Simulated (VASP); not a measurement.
Level of theory: PBE GGA, VASP's PBE PAW potentials (set 64) (plane waves; VASP 6.6.1).

The input files of a VASP run:

### POSCAR
```
Mo3Si
1
    4.8779268266     0.0000000000    -0.0000000000
    0.0000000000     4.8779268266     0.0000000000
    0.0000000000     0.0000000000     4.8779268266
Si Mo
2 6
Direct
  0.5000000000   0.5000000000   0.5000000000
  0.0000000000   0.0000000000   0.0000000000
  0.2500000000   0.0000000000   0.5000000000
  0.5000000000   0.2500000000   0.0000000000
  0.5000000000   0.7500000000   0.0000000000
  0.7500000000   0.0000000000   0.5000000000
  0.0000000000   0.5000000000   0.7500000000
  0.0000000000   0.5000000000   0.2500000000
```

### KPOINTS
```
Automatic mesh
0
Gamma
6 6 6
0 0 0
```

INCAR:
```
! general
SYSTEM  = Mo3Si
PREC    = Accurate
ENCUT   = 500
LREAL   = .False.
LASPH   = .True.

! electronic loop
EDIFF   = 1E-6
NELM    = 100
ALGO    = Normal
LMAXMIX = 4

! smearing
ISMEAR  = 1
SIGMA   = 0.1

! functional
GGA     = PE

! ions
IBRION  = 2
NSW     = 40
ISIF    = 3
EDIFFG  = -0.02
PSTRESS = 50

! output
LWAVE   = .False.
LCHARG  = .False.
```

POTCAR, in this order: Si Mo_sv (PBE.64 set). Program: vasp_std.

The resulting files:

File OSZICAR:
```
       N       E                     dE             d eps       ncg     rms          rms(c)
DAV:   1     0.109594524067E+04    0.10959E+04   -0.55047E+04  2216   0.167E+03
DAV:   2    -0.297681093973E+02   -0.11257E+04   -0.10972E+04  2341   0.526E+02
DAV:   3    -0.817496519862E+02   -0.51982E+02   -0.50314E+02  2921   0.981E+01
DAV:   4    -0.829564514464E+02   -0.12068E+01   -0.11860E+01  2648   0.123E+01
DAV:   5    -0.829822035889E+02   -0.25752E-01   -0.25666E-01  2647   0.179E+00    0.436E+01
DAV:   6    -0.792620255791E+02    0.37202E+01   -0.14046E+01  2423   0.173E+01    0.123E+01
DAV:   7    -0.789866969005E+02    0.27533E+00   -0.87127E-01  2800   0.416E+00    0.358E+00
DAV:   8    -0.789396382058E+02    0.47059E-01   -0.12188E-01  2468   0.124E+00    0.608E-01
DAV:   9    -0.789387599665E+02    0.87824E-03   -0.67288E-03  2672   0.319E-01    0.307E-01
DAV:  10    -0.789388068676E+02   -0.46901E-04   -0.75802E-04  2683   0.175E-01    0.132E-01
DAV:  11    -0.789388192052E+02   -0.12338E-04   -0.38264E-05  2632   0.314E-02    0.246E-02
DAV:  12    -0.789388145098E+02    0.46954E-05   -0.11745E-05  2531   0.198E-02    0.334E-03
DAV:  13    -0.789388141039E+02    0.40590E-06   -0.31072E-07  1592   0.239E-03
   1 F= -.75316674E+02 E0= -.75316390E+02  d E =-.753167E+02
```

OUTCAR:
```
------------------------ aborting loop because EDIFF is reached ----------------------------------------
  FORCE on cell =-STRESS in cart. coord.  units (eV):
  Direction    XX          YY          ZZ          XY          YZ          ZX
  --------------------------------------------------------------------------------------
  Total        3.5595613      3.5595613      3.5595613      0.0000000     -0.0000000     -0.0000000
  in kB       49.1361599     49.1361599     49.1361599      0.0000000     -0.0000000     -0.0000000
  external PRESSURE =      -0.8638401 kB  Pullay stress =      50.0000000 kB
  volume of cell :      116.07
      direct lattice vectors                 reciprocal lattice vectors
     4.877926827  0.000000000  0.000000000     0.205005125  0.000000000  0.000000000
     0.000000000  4.877926827  0.000000000     0.000000000  0.205005125  0.000000000
     0.000000000  0.000000000  4.877926827     0.000000000  0.000000000  0.205005125
 POSITION                                       TOTAL-FORCE (eV/Angst)
 -----------------------------------------------------------------------------------
      2.43896      2.43896      2.43896        -0.000000      0.000000      0.000000
      0.00000      0.00000      0.00000        -0.000000      0.000000      0.000000
      1.21948      0.00000      2.43896         0.000000      0.000000     -0.000000
      2.43896      1.21948      0.00000         0.000000      0.000000      0.000000
      2.43896      3.65845      0.00000        -0.000000     -0.000000     -0.000000
      3.65845      0.00000      2.43896        -0.000000     -0.000000      0.000000
      0.00000      2.43896      3.65845         0.000000      0.000000      0.000000
      0.00000      2.43896      1.21948        -0.000000     -0.000000     -0.000000
 -----------------------------------------------------------------------------------
    total drift:                                0.000000      0.000000     -0.000000
  FREE ENERGIE OF THE ION-ELECTRON SYSTEM (eV)
  ---------------------------------------------------
  free  energy   TOTEN  =       -78.9388141039 eV

  energy  without entropy=      -78.9379630968  energy(sigma->0) =      -78.93853043
  enthalpy is  TOTEN    =       -75.3166738264 eV   P V=        3.6221402775

 reached required accuracy - stopping structural energy minimisation
```
(Selected blocks of OUTCAR.)

OUTCAR:
```
 val. band max:       12.8807512724   @ k =   0.5000   0.3333   0.0000

 cond. band min:      12.9003319772   @ k =   0.5000   0.3333   0.1667


 Fermi energy:        12.8873353900

 k-point     1 :       0.0000    0.0000    0.0000
  band No.  band energies     occupation
      1     -48.4048      2.00000
      2     -48.2857      2.00000
      3     -48.2857      2.00000
      4     -47.9474      2.00000
      5     -47.9474      2.00000
      6     -47.9474      2.00000
      7     -23.6597      2.00000
      8     -23.6597      2.00000
      9     -23.4525      2.00000
     10     -22.6546      2.00000
     11     -22.6546      2.00000
     12     -22.6546      2.00000
     13     -22.1469      2.00000
     14     -22.1469      2.00000
     15     -22.1469      2.00000
     16     -22.1174      2.00000
     17     -22.1174      2.00000
     18     -22.1174      2.00000
     19     -21.9872      2.00000
     20     -21.9872      2.00000
     21     -21.9872      2.00000
     22     -21.2172      2.00000
     23     -21.2172      2.00000
     24     -21.2172      2.00000
     25       2.3010      2.00000
     26       3.9097      2.00000
     27       7.4611      2.00000
     28       7.4611      2.00000
     29       7.4611      2.00000
     30       7.9082      2.00000
     31       7.9082      2.00000
     32       7.9082      2.00000
     33       8.2015      2.00000
     34       8.2015      2.00000
     35       8.6606      2.00000
     36       9.8609      2.00000
     37       9.8609      2.00000
     38       9.8609      2.00000
     39       9.8646      2.00000
     40      10.6883      2.00000
     41      10.6883      2.00000
     42      10.6883      2.00000
     43      11.2959      2.00000
     44      11.2959      2.00000
     45      14.1334     -0.00000
     46      14.1334     -0.00000
     47      14.1334     -0.00000
     48      14.9619      0.00000
     49      15.2625      0.00000
     50      15.2625      0.00000
     51      15.5408      0.00000
...
```

The compound is Mo3Si in the A15 structure. It was relaxed first under an external pressure of 5 GPa.
